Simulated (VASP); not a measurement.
Input:

```
Mg2Ge
1.0
    0.00000     3.19500     3.19500
    3.19500     0.00000     3.19500
    3.19500     3.19500     0.00000
Mg Ge
2 1
Cartesian
  1.59750   1.59750   1.59750
  4.79250   4.79250   4.79250
  0.00000   0.00000   0.00000
```

The numbers are results of PBE GGA, VASP's PBE PAW potentials (set 64) (plane waves; VASP 6.6.1), not measurements. Run with 300 eV cut-off, 7×7×7 Γ-centred mesh, Fermi-Dirac smearing of 0.020 eV, potentials Mg Ge_d.

Question: Give the energies of bands 7 to 12 at the high-symmetry points, in eV from the valence-band maximum.

Answer: 
| band | Γ | X | U | L | W |
|---|---|---|---|---|---|
| 7 | 0.00 | -4.52 | -4.09 | -4.84 | -3.67 |
| 8 | 0.00 | -2.01 | -3.50 | -0.73 | -3.67 |
| 9 | 0.00 | -2.01 | -1.68 | -0.73 | -2.70 |
| 10 | 1.02 | 0.15 | 0.71 | 0.99 | 2.78 |
| 11 | 2.81 | 0.54 | 3.12 | 2.75 | 3.72 |
| 12 | 2.81 | 7.88 | 6.03 | 2.75 | 3.77 |

The gap is indirect, 0.15 eV, from the valence maximum at Γ to the conduction minimum at X.

The structure is a typed Mg2Ge crystal (Fm-3m). The cell was not relaxed at this level.
